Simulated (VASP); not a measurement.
OSZICAR of a VASP run on Ba (bcc):

File OSZICAR:
```
       N       E                     dE             d eps       ncg     rms          rms(c)
DAV:   1     0.484233956852E+02    0.48423E+02   -0.49299E+03  1296   0.963E+02
DAV:   2    -0.343482834084E+00   -0.48767E+02   -0.47903E+02  1673   0.159E+02
DAV:   3    -0.168951254851E+01   -0.13460E+01   -0.13331E+01  1569   0.278E+01
DAV:   4    -0.171303686838E+01   -0.23524E-01   -0.23453E-01  1862   0.316E+00
DAV:   5    -0.171339270273E+01   -0.35583E-03   -0.35565E-03  1631   0.224E-01    0.496E+00
DAV:   6    -0.165325285036E+01    0.60140E-01   -0.66577E-02  1500   0.200E+00    0.270E+00
DAV:   7    -0.163108911560E+01    0.22164E-01   -0.72036E-02  1883   0.200E+00    0.251E-01
DAV:   8    -0.163092066836E+01    0.16845E-03   -0.14052E-03  1528   0.324E-01    0.227E-02
DAV:   9    -0.163088885684E+01    0.31812E-04   -0.79368E-05  1488   0.706E-02    0.936E-03
DAV:  10    -0.163088774437E+01    0.11125E-05   -0.18148E-06  1603   0.136E-02    0.659E-04
DAV:  11    -0.163088777466E+01   -0.30292E-07   -0.42660E-08   772   0.187E-03
   1 F= 0.54894595E+00 E0= 0.54926846E+00  d E =0.548946E+00
```

Task: Which electronic solver shows in the log?

Result: It is blocked Davidson (ALGO = Normal, or the opening steps of other solvers). The INCAR had ALGO = Normal.

Task: Can the final energy be trusted as converged?

Result: The calculation finished and met its thresholds. It stopped with EDIFF = 1E-6, NELM = 100, NSW = 40 and EDIFFG = -0.02 after 1 ionic step (PBEsol GGA, plane waves, VASP's PBE PAW potentials (set 64)).

The compound is Ba in the bcc structure. It was relaxed first under an external pressure of 10 GPa.
